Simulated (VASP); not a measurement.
These are rev-vdW-DF2, VASP's PBE PAW potentials (set 64) (plane waves; VASP) values and carry that method's errors.

The input files of a VASP run:

### INCAR
```
AGGAC = 0.0
ALGO = Normal
EDIFF = 1E-6
EDIFFG = -0.01
ENCUT = 520
GGA = MK
IBRION = 2
ISIF = 3
ISMEAR = 0
LASPH = .TRUE.
LCHARG = .FALSE.
LMAXMIX = 4
LREAL = .FALSE.
LUSE_VDW = .TRUE.
LWAVE = .FALSE.
NELM = 100
NSW = 60
PARAM1 = 0.1234568
PARAM2 = 0.7114
PREC = Accurate
SIGMA = 0.05
SYSTEM = Ge
ZAB_VDW = -1.8867
```

File POSCAR:
```
Ge
1
    0.0000000000     2.8290000000     2.8290000000
    2.8290000000     0.0000000000     2.8290000000
    2.8290000000     2.8290000000     0.0000000000
Ge
2
Direct
  0.0000000000   0.0000000000   0.0000000000
  0.2500000000   0.2500000000   0.2500000000
```

KPOINTS:
```
K-points
0
Gamma
7 7 7
```

POTCAR, in this order: Ge_d (PBE.64 set). Program: vasp_std.

The run wrote:

File OSZICAR:
```
       N       E                     dE             d eps       ncg     rms          rms(c)
DAV:   1     0.169843946602E+03    0.16984E+03   -0.15392E+04   728   0.428E+03
DAV:   2     0.178094734217E+02   -0.15203E+03   -0.14945E+03   720   0.535E+02
DAV:   3    -0.257330739973E+01   -0.20383E+02   -0.20225E+02   800   0.147E+02
DAV:   4    -0.318906463377E+01   -0.61576E+00   -0.61420E+00   814   0.293E+01
DAV:   5    -0.319919025656E+01   -0.10126E-01   -0.10123E-01   806   0.396E+00    0.307E+00
DAV:   6    -0.312281021237E+01    0.76380E-01   -0.34105E-02   764   0.137E+00    0.183E+00
DAV:   7    -0.308020797220E+01    0.42602E-01   -0.81564E-02   798   0.221E+00    0.149E-01
DAV:   8    -0.308145056448E+01   -0.12426E-02   -0.48150E-03   776   0.777E-01    0.541E-02
DAV:   9    -0.308147095267E+01   -0.20388E-04   -0.14290E-04   794   0.151E-01    0.120E-02
DAV:  10    -0.308147397089E+01   -0.30182E-05   -0.18228E-05   832   0.713E-02    0.541E-03
DAV:  11    -0.308147428265E+01   -0.31177E-06   -0.22848E-06   630   0.245E-02
   1 F= -.30814743E+01 E0= -.30813614E+01  d E =-.308147E+01
       N       E                     dE             d eps       ncg     rms          rms(c)
DAV:   1    -0.381795422849E+01   -0.73648E+00   -0.11074E+01   954   0.737E+01    0.492E+00
DAV:   2    -0.327800432288E+01    0.53995E+00   -0.72831E-01   932   0.170E+01    0.250E+00
DAV:   3    -0.310301490883E+01    0.17499E+00   -0.32971E-01   940   0.104E+01    0.496E-01
DAV:   4    -0.309116864611E+01    0.11846E-01   -0.31883E-02   900   0.370E+00    0.156E-01
DAV:   5    -0.309107254019E+01    0.96106E-04   -0.15745E-03   904   0.675E-01    0.940E-02
DAV:   6    -0.309105429944E+01    0.18241E-04   -0.19612E-04   902   0.290E-01    0.274E-03
DAV:   7    -0.309105463402E+01   -0.33458E-06   -0.11326E-05   930   0.538E-02    0.167E-03
DAV:   8    -0.309105459056E+01    0.43460E-07   -0.13244E-06   402   0.247E-02
   2 F= -.30910546E+01 E0= -.30907652E+01  d E =-.958031E-02
       N       E                     dE             d eps       ncg     rms          rms(c)
DAV:   1    -0.315674636900E+01   -0.65692E-01   -0.89711E-01   952   0.191E+01    0.149E+00
DAV:   2    -0.310887496834E+01    0.47871E-01   -0.68926E-02   934   0.548E+00    0.738E-01
DAV:   3    -0.309384489742E+01    0.15030E-01   -0.24975E-02   940   0.289E+00    0.172E-01
DAV:   4    -0.309278477551E+01    0.10601E-02   -0.28454E-03   922   0.111E+00    0.370E-02
DAV:   5    -0.309276214651E+01    0.22629E-04   -0.18508E-04   820   0.261E-01    0.242E-02
DAV:   6    -0.309276284505E+01   -0.69854E-06   -0.12461E-05   880   0.717E-02    0.121E-03
DAV:   7    -0.309276308718E+01   -0.24214E-06   -0.56878E-07   386   0.136E-02
   3 F= -.30927631E+01 E0= -.30925564E+01  d E =-.112888E-01
       N       E                     dE             d eps       ncg     rms          rms(c)
DAV:   1    -0.309362170469E+01   -0.85886E-03   -0.12681E-02   952   0.232E+00    0.175E-01
DAV:   2    -0.309295155705E+01    0.67015E-03   -0.94582E-04   932   0.636E-01    0.874E-02
DAV:   3    -0.309274031828E+01    0.21124E-03   -0.36040E-04   940   0.347E-01    0.198E-02
DAV:   4    -0.309272728976E+01    0.13029E-04   -0.41628E-05   922   0.135E-01    0.429E-03
DAV:   5    -0.309272682622E+01    0.46353E-06   -0.27824E-06   528   0.336E-02
   4 F= -.30927268E+01 E0= -.30925325E+01  d E =-.112525E-01
       N       E                     dE             d eps       ncg     rms          rms(c)
DAV:   1    -0.309307708887E+01   -0.34980E-03   -0.45719E-03   952   0.139E+00    0.105E-01
DAV:   2    -0.309283748950E+01    0.23960E-03   -0.34195E-04   932   0.382E-01    0.523E-02
DAV:   3    -0.309276130976E+01    0.76180E-04   -0.13097E-04   940   0.210E-01    0.117E-02
DAV:   4    -0.309275481662E+01    0.64931E-05   -0.14800E-05   908   0.805E-02    0.258E-03
DAV:   5    -0.309275481356E+01    0.30523E-08   -0.94459E-07   360   0.198E-02
   5 F= -.30927548E+01 E0= -.30925531E+01  d E =-.112805E-01
```

File OUTCAR:
```
------------------------ aborting loop because EDIFF is reached ----------------------------------------
  FORCE on cell =-STRESS in cart. coord.  units (eV):
  Direction    XX          YY          ZZ          XY          YZ          ZX
  --------------------------------------------------------------------------------------
  Total       -0.0032000     -0.0032000     -0.0032000      0.0000000      0.0000000      0.0000000
  in kB       -0.1094697     -0.1094697     -0.1094697      0.0000000      0.0000000      0.0000000
  external PRESSURE =      -0.1094697 kB  Pullay stress =       0.0000000 kB
  volume of cell :       46.83
      direct lattice vectors                 reciprocal lattice vectors
     0.000000000  2.860958408  2.860958408    -0.174766609  0.174766609  0.174766609
     2.860958408  0.000000000  2.860958408     0.174766609 -0.174766609  0.174766609
     2.860958408  2.860958408 -0.000000000     0.174766609  0.174766609 -0.174766609
 POSITION                                       TOTAL-FORCE (eV/Angst)
 -----------------------------------------------------------------------------------
      0.00000      0.00000      0.00000         0.000000      0.000000      0.000000
      1.43048      1.43048      1.43048        -0.000000     -0.000000     -0.000000
 -----------------------------------------------------------------------------------
    total drift:                                0.000000      0.000000      0.000000
  FREE ENERGIE OF THE ION-ELECTRON SYSTEM (eV)
  ---------------------------------------------------
  free  energy   TOTEN  =        -3.0927548136 eV

  energy  without entropy=       -3.0923513691  energy(sigma->0) =       -3.09255309

 reached required accuracy - stopping structural energy minimisation
```
(Selected blocks of OUTCAR.)

### CONTCAR
```
Ge
   1.00000000000000
     0.0000000000000000    2.8609584076156191    2.8609584076156191
     2.8609584076156191    0.0000000000000000    2.8609584076156191
     2.8609584076156191    2.8609584076156191   -0.0000000000000000
  Ge
     2
Direct
     0.0000000000000000    0.0000000000000000    0.0000000000000000
     0.2500000000000000    0.2500000000000000    0.2500000000000000
```

Energy and stress use the plane-wave basis of the starting cell.

The compound is Ge in the diamond structure. This run relaxes it. Symmetry was kept, so distortions that lower it aren't found.
